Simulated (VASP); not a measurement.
Here is the system:

```xyz
16
Lattice="2.9769 0.0000 0.0000 0.0000 4.2100 0.0000 0.0000 0.0000 26.9077" Properties=species:S:1:pos:R:3 pbc="T T T"
Mg     0.0000     0.0000     8.3582
Mg     1.4885     2.1050     9.6456
Mg     0.0000     0.0000    11.2395
Mg     1.4885     2.1050    12.6909
Mg     0.0000     0.0000    14.2168
Mg     1.4885     2.1050    15.6682
Mg     0.0000     0.0000    17.2620
Mg     1.4885     2.1050    18.5494
O      1.4885     0.0000     9.7031
O      0.0000     2.1050     8.2705
O      1.4885     0.0000    12.7051
O      0.0000     2.1050    11.2169
O      1.4885     0.0000    15.6908
O      0.0000     2.1050    14.2026
O      1.4885     0.0000    18.6371
O      0.0000     2.1050    17.2046
```

Method: PBEsol GGA, VASP's PBE PAW potentials (set 64) (plane waves; VASP). Run with PREC = Normal, 450 eV cut-off, 7×5×1 Γ-centred mesh, Gaussian smearing of 0.050 eV, potentials Mg O.

Q: Predict the energy per atom (σ→0), band gap (on the k-mesh) with the smallest direct gap where there is one.

A: 
The band gap (on the k-mesh) is 2.13 eV and the smallest direct gap (on the k-mesh) is 2.13 eV. The energy per atom (σ→0) is -6.028 eV/atom.

Total energies compare only between runs with the same potentials, cut-off and functional.

The cell is a thin slab with vacuum, built from MgO (rock salt): (110) face.
